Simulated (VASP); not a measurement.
Level of theory: r2SCAN meta-GGA, VASP's PBE PAW potentials (set 64) (plane waves; VASP 6.6.1).

VASP input:

File KPOINTS:
```
K-points
0
gamma
  14 14 14
0 0 0
```

**INCAR**
```
SYSTEM = Au
PREC = Accurate; ENCUT = 520; LREAL = .FALSE.
LASPH = .TRUE.
EDIFF = 1E-6; NELM = 100; ALGO = Normal
LMAXMIX = 6; LMIXTAU = .TRUE.
ISMEAR = 1; SIGMA = 0.1
METAGGA = R2SCAN
IBRION = 2; NSW = 60; ISIF = 3
EDIFFG = -0.01
LWAVE = .FALSE.; LCHARG = .FALSE.
```

### POSCAR
```
Au
1
   -0.0000000000     2.0631935247     2.0631935247
    2.0631935247    -0.0000000000     2.0631935247
    2.0631935247     2.0631935247     0.0000000000
Au
1
Direct
  0.0000000000   0.0000000000   0.0000000000
```

POTCAR, in this order: Au (PBE.64 set). Program: vasp_std.

What VASP printed:

File OUTCAR:
```
 ion  position               nearest neighbor table
   1  0.000  0.000  0.000-
  LATTYP: Found a face centered cubic cell.
 ALAT       =     4.1263870494
 Subroutine PRICEL returns:
 Original cell was already a primitive cell.
 Subroutine GETGRP returns: Found 48 space group operations
The static configuration has the point symmetry O_h .
The dynamic configuration has the point symmetry O_h .
 Subroutine INISYM returns: Found 48 space group operations
 Subroutine IBZKPT returns following result:
 Found    104 irreducible k-points:

 Following reciprocal coordinates:
            Coordinates               Weight
  0.000000  0.000000  0.000000      1.000000
  0.071429  0.000000  0.000000      8.000000
  0.142857  0.000000  0.000000      8.000000
  0.214286  0.000000  0.000000      8.000000
  0.285714  0.000000  0.000000      8.000000
  0.357143  0.000000  0.000000      8.000000
  0.428571  0.000000  0.000000      8.000000
  0.500000  0.000000  0.000000      4.000000
  0.071429  0.071429  0.000000      6.000000
  0.142857  0.071429  0.000000     24.000000
...
```

File OSZICAR:
```
       N       E                     dE             d eps       ncg     rms          rms(c)
DAV:   1    -0.747367808571E+01   -0.74737E+01   -0.60363E+03  2032   0.112E+03
DAV:   2    -0.541545644717E+02   -0.46681E+02   -0.43534E+02  1934   0.201E+02
DAV:   3    -0.545873294721E+02   -0.43277E+00   -0.43087E+00  2230   0.198E+01
DAV:   4    -0.545888675329E+02   -0.15381E-02   -0.15380E-02  2167   0.121E+00
DAV:   5    -0.545888783093E+02   -0.10776E-04   -0.10776E-04  2048   0.100E-01    0.891E+00
DAV:   6    -0.502761362151E+02    0.43127E+01   -0.52296E+00  1911   0.224E+01    0.655E+00
DAV:   7    -0.505500447611E+02   -0.27391E+00   -0.43559E-01  1884   0.496E+00    0.398E+00
DAV:   8    -0.505735942737E+02   -0.23550E-01   -0.82005E-02  1925   0.217E+00    0.382E-01
DAV:   9    -0.505913325121E+02   -0.17738E-01   -0.17791E-02  1950   0.106E+00    0.517E-02
DAV:  10    -0.505916068958E+02   -0.27438E-03   -0.16908E-03  1939   0.382E-01    0.512E-02
DAV:  11    -0.505919604068E+02   -0.35351E-03   -0.61909E-04  1988   0.224E-01    0.351E-02
DAV:  12    -0.505920274102E+02   -0.67003E-04   -0.55394E-05  1953   0.741E-02    0.151E-02
DAV:  13    -0.505920564234E+02   -0.29013E-04   -0.41423E-05  2023   0.613E-02    0.159E-03
DAV:  14    -0.505920573030E+02   -0.87961E-06   -0.54926E-06  1976   0.174E-02
   1 F= -.50592057E+02 E0= -.50592208E+02  d E =-.505921E+02
       N       E                     dE             d eps       ncg     rms          rms(c)
DAV:   1    -0.505925302452E+02   -0.47382E-03   -0.10298E-02  1914   0.115E+00    0.135E-01
DAV:   2    -0.505920115017E+02    0.51874E-03   -0.20417E-03  1901   0.405E-01    0.457E-02
DAV:   3    -0.505920353351E+02   -0.23833E-04   -0.46471E-05  1893   0.753E-02    0.437E-02
DAV:   4    -0.505920297788E+02    0.55563E-05   -0.11865E-04  1901   0.797E-02    0.160E-02
DAV:   5    -0.505920417024E+02   -0.11924E-04   -0.36210E-05  1885   0.507E-02    0.105E-03
DAV:   6    -0.505920428848E+02   -0.11824E-05   -0.81919E-07  1651   0.112E-02    0.758E-04
DAV:   7    -0.505920426872E+02    0.19762E-06   -0.58977E-08   939   0.315E-03
   2 F= -.50592043E+02 E0= -.50592203E+02  d E =0.146158E-04
       N       E                     dE             d eps       ncg     rms          rms(c)
DAV:   1    -0.505922750000E+02   -0.23212E-03   -0.45565E-03  1910   0.762E-01    0.887E-02
DAV:   2    -0.505920489596E+02    0.22604E-03   -0.85927E-04  1897   0.264E-01    0.309E-02
DAV:   3    -0.505920591997E+02   -0.10240E-04   -0.19876E-05  1892   0.501E-02    0.293E-02
DAV:   4    -0.505920504760E+02    0.87237E-05   -0.57920E-05  1916   0.560E-02    0.104E-02
DAV:   5    -0.505920603243E+02   -0.98483E-05   -0.19995E-05  1888   0.374E-02    0.619E-04
DAV:   6    -0.505920599416E+02    0.38273E-06   -0.35637E-07   936   0.726E-03
   3 F= -.50592060E+02 E0= -.50592213E+02  d E =-.263860E-05
```

**OUTCAR**
```
------------------------ aborting loop because EDIFF is reached ----------------------------------------
  FORCE on cell =-STRESS in cart. coord.  units (eV):
  Direction    XX          YY          ZZ          XY          YZ          ZX
  --------------------------------------------------------------------------------------
  Total        0.0025687      0.0025687      0.0025687      0.0000000      0.0000000     -0.0000000
  in kB        0.2344561      0.2344561      0.2344561      0.0000000      0.0000000     -0.0000000
  external PRESSURE =       0.2344561 kB  Pullay stress =       0.0000000 kB
  volume of cell :       17.55
      direct lattice vectors                 reciprocal lattice vectors
     0.000000000  2.062731080  2.062731080    -0.242397084  0.242397084  0.242397084
     2.062731080  0.000000000  2.062731080     0.242397084 -0.242397084  0.242397084
     2.062731080  2.062731080  0.000000000     0.242397084  0.242397084 -0.242397084
 POSITION                                       TOTAL-FORCE (eV/Angst)
 -----------------------------------------------------------------------------------
      0.00000      0.00000      0.00000         0.000000      0.000000      0.000000
 -----------------------------------------------------------------------------------
    total drift:                               -0.000000     -0.000000     -0.000000
  FREE ENERGIE OF THE ION-ELECTRON SYSTEM (eV)
  ---------------------------------------------------
  free  energy   TOTEN  =       -50.5920599416 eV

  energy  without entropy=      -50.5925204687  energy(sigma->0) =      -50.59221345

 reached required accuracy - stopping structural energy minimisation
```
(Selected blocks of OUTCAR.)

File CONTCAR:
```
Au
   1.00000000000000
     0.0000000000000000    2.0627310804830112    2.0627310804830112
     2.0627310804830112    0.0000000000000000    2.0627310804830112
     2.0627310804830112    2.0627310804830112    0.0000000000000000
  Au
     1
Direct
     0.0000000000000000    0.0000000000000000    0.0000000000000000
```

The compound is Au in the fcc structure. This run relaxes it. Symmetry was kept, so distortions that lower it aren't found. The start is the result of an earlier pass.
